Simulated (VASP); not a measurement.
Method: revTPSS meta-GGA, VASP's PBE PAW potentials (set 64) (plane waves; VASP).

The input files of a VASP run:

File POSCAR:
```
PbF2
1.0
  0.0000000000   2.9629092699   2.9629092699
  2.9629092699   0.0000000000   2.9629092699
  2.9629092699   2.9629092699   0.0000000000
Pb F
1 2
Direct
  0.0000000000   0.0000000000   0.0000000000
  0.2500000000   0.2500000000   0.2500000000
  0.7500000000   0.7500000000   0.7500000000
```

### INCAR
```
SYSTEM  =  PbF2
PREC  =  Accurate; ENCUT  =  520; LREAL  =  .False.
LASPH  =  .True.
EDIFF  =  1E-7; NELM  =  100; ALGO  =  Normal
LMAXMIX  =  4; LMIXTAU  =  .True.
ISMEAR  =  -5
METAGGA  =  RTPSS
ISIF  =  2
LWAVE  =  .False.; LCHARG  =  .False.; LORBIT  =  11
NEDOS  =  601
LEFG  =  .True.
```

**KPOINTS**
```
Automatic mesh
0
Gamma
7 7 7
0 0 0
```

**KPOINTS_OPT**
```
k-points along high-symmetry lines
10
Line-mode
Reciprocal
  0.000000   0.000000   0.000000 ! GAMMA
  0.500000   0.000000   0.500000 ! X

  0.500000   0.000000   0.500000 ! X
  0.625000   0.250000   0.625000 ! U

  0.375000   0.375000   0.750000 ! K
  0.000000   0.000000   0.000000 ! GAMMA

  0.000000   0.000000   0.000000 ! GAMMA
  0.500000   0.500000   0.500000 ! L

  0.500000   0.500000   0.500000 ! L
  0.500000   0.250000   0.750000 ! W

  0.500000   0.250000   0.750000 ! W
  0.500000   0.000000   0.500000 ! X
```

POTCAR, in this order: Pb_d F (PBE.64 set). Program: vasp_std.

What VASP printed:

OUTCAR:
```
 ion  position               nearest neighbor table
   1  0.000  0.000  0.000-   3 2.57   3 2.57   3 2.57   2 2.57   3 2.57   2 2.57   2 2.57   2 2.57
  LATTYP: Found a face centered cubic cell.
 ALAT       =     5.9258185398
 Subroutine PRICEL returns:
 Original cell was already a primitive cell.
 Subroutine GETGRP returns: Found 48 space group operations
The static configuration has the point symmetry O_h .
The dynamic configuration has the point symmetry O_h .
 Subroutine INISYM returns: Found 48 space group operations
 Subroutine IBZKPT returns following result:
 Found     20 irreducible k-points:

 Following reciprocal coordinates:
            Coordinates               Weight
  0.000000  0.000000  0.000000      1.000000
  0.142857  0.000000  0.000000      8.000000
  0.285714  0.000000  0.000000      8.000000
  0.428571  0.000000  0.000000      8.000000
  0.142857  0.142857  0.000000      6.000000
  0.285714  0.142857  0.000000     24.000000
  0.428571  0.142857  0.000000     24.000000
 -0.428571  0.142857  0.000000     24.000000
 -0.285714  0.142857  0.000000     24.000000
 -0.142857  0.142857  0.000000     12.000000
  0.285714  0.285714  0.000000      6.000000
  0.428571  0.285714  0.000000     24.000000
 -0.428571  0.285714  0.000000     24.000000
 -0.285714  0.285714  0.000000     12.000000
  0.428571  0.428571  0.000000      6.000000
 -0.428571  0.428571  0.000000     12.000000
  0.428571  0.285714  0.142857     24.000000
 -0.428571  0.285714  0.142857     48.000000
 -0.428571  0.428571  0.142857     24.000000
 -0.285714  0.428571  0.142857     24.000000
   k-points           NKPTS =     20   k-points in BZ     NKDIM =     20   number of bands    NBANDS=     18
   number of dos      NEDOS =    601   number of ions     NIONS =      3
   total plane-waves  NPLWV =  32768
   dimension x,y,z NGX =    32 NGY =   32 NGZ =   32
   dimension x,y,z NGXF=    64 NGYF=   64 NGZF=   64
...
```

**OSZICAR**
```
       N       E                     dE             d eps       ncg     rms          rms(c)
DAV:   1     0.355013531109E+03    0.35501E+03   -0.15220E+04   720   0.178E+03
DAV:   2     0.651601475011E+02   -0.28985E+03   -0.28115E+03   804   0.468E+02
DAV:   3     0.379017430407E+02   -0.27258E+02   -0.26957E+02   872   0.158E+02
DAV:   4     0.371592240300E+02   -0.74252E+00   -0.74091E+00   838   0.268E+01
DAV:   5     0.371376485656E+02   -0.21575E-01   -0.21574E-01   804   0.430E+00    0.954E+00
DAV:   6     0.268858772554E+02   -0.10252E+02   -0.14433E+02   720   0.149E+02    0.103E+01
DAV:   7     0.265209022773E+02   -0.36497E+00   -0.15863E+00   728   0.150E+01    0.832E+00
DAV:   8     0.234254634051E+02   -0.30954E+01   -0.45591E+01   888   0.479E+01    0.130E+01
DAV:   9     0.263563082458E+02    0.29308E+01   -0.13232E+01  1024   0.245E+01    0.332E+00
DAV:  10     0.263877945050E+02    0.31486E-01   -0.44577E-01   752   0.477E+00    0.266E+00
DAV:  11     0.264329552862E+02    0.45161E-01   -0.78269E-02   876   0.275E+00    0.165E+00
DAV:  12     0.264559033085E+02    0.22948E-01   -0.52887E-01   728   0.803E+00    0.887E-01
DAV:  13     0.263908350929E+02   -0.65068E-01   -0.41277E-02   760   0.192E+00    0.808E-01
DAV:  14     0.263899046137E+02   -0.93048E-03   -0.84985E-02   832   0.283E+00    0.322E-01
DAV:  15     0.263898498256E+02   -0.54788E-04   -0.56296E-03   728   0.686E-01    0.133E-01
DAV:  16     0.263898881901E+02    0.38365E-04   -0.11676E-03   774   0.272E-01    0.456E-02
DAV:  17     0.263899117070E+02    0.23517E-04   -0.53731E-04   744   0.204E-01    0.197E-02
DAV:  18     0.263898259782E+02   -0.85729E-04   -0.50202E-05   720   0.733E-02    0.540E-03
DAV:  19     0.263898229349E+02   -0.30433E-05   -0.13394E-05   886   0.416E-02    0.619E-03
DAV:  20     0.263898237330E+02    0.79812E-06   -0.27357E-06   736   0.178E-02    0.142E-03
DAV:  21     0.263898233480E+02   -0.38503E-06   -0.84273E-07   752   0.800E-03    0.170E-03
DAV:  22     0.263898233245E+02   -0.23506E-07   -0.37846E-07   568   0.524E-03
   1 F= 0.26389823E+02 E0= 0.26389823E+02  d E =0.000000E+00
       N       E                     dE             ncg
       N       E                     dE             ncg
       N       E                     dE             ncg
```

**OUTCAR**
```
------------------------ aborting loop because EDIFF is reached ----------------------------------------
  FORCE on cell =-STRESS in cart. coord.  units (eV):
  Direction    XX          YY          ZZ          XY          YZ          ZX
  --------------------------------------------------------------------------------------
  Total        0.0414041      0.0414041      0.0414041      0.0000000     -0.0000000      0.0000000
  in kB        1.2751730      1.2751730      1.2751730      0.0000000     -0.0000000      0.0000000
  external PRESSURE =       1.2751730 kB  Pullay stress =       0.0000000 kB
  volume of cell :       52.02
      direct lattice vectors                 reciprocal lattice vectors
     0.000000000  2.962909270  2.962909270    -0.168753058  0.168753058  0.168753058
     2.962909270  0.000000000  2.962909270     0.168753058 -0.168753058  0.168753058
     2.962909270  2.962909270  0.000000000     0.168753058  0.168753058 -0.168753058
 POSITION                                       TOTAL-FORCE (eV/Angst)
 -----------------------------------------------------------------------------------
      0.00000      0.00000      0.00000        -0.000000     -0.000000     -0.000000
      1.48145      1.48145      1.48145         0.000000      0.000000      0.000000
      4.44436      4.44436      4.44436        -0.000000     -0.000000     -0.000000
 -----------------------------------------------------------------------------------
    total drift:                                0.000000     -0.000000      0.000000
  FREE ENERGIE OF THE ION-ELECTRON SYSTEM (eV)
  ---------------------------------------------------
  free  energy   TOTEN  =        26.3898233245 eV

  energy  without entropy=       26.3898233245  energy(sigma->0) =       26.38982332

 total charge

# of ion       s       p       d       tot
------------------------------------------
    1        1.551   0.278   9.846  11.675
    2        1.704   4.307   0.000   6.012
    3        1.704   4.307   0.000   6.012
--------------------------------------------------
tot          4.959   8.893   9.846  23.698

 Electric field gradients after diagonalization (V/A^2)
 (convention: |V_zz| > |V_xx| > |V_yy|)
----------------------------------------------------------------------
 ion       V_xx      V_yy      V_zz     asymmetry (V_yy - V_xx)/ V_zz
----------------------------------------------------------------------
   1       0.001     0.001    -0.002       0.000
   2      -0.002    -0.002     0.004       0.000
   3      -0.002    -0.002     0.004       0.000
```
(Selected blocks of OUTCAR.)

The compound is PbF2 in the fluorite structure, the β form. It was relaxed first.
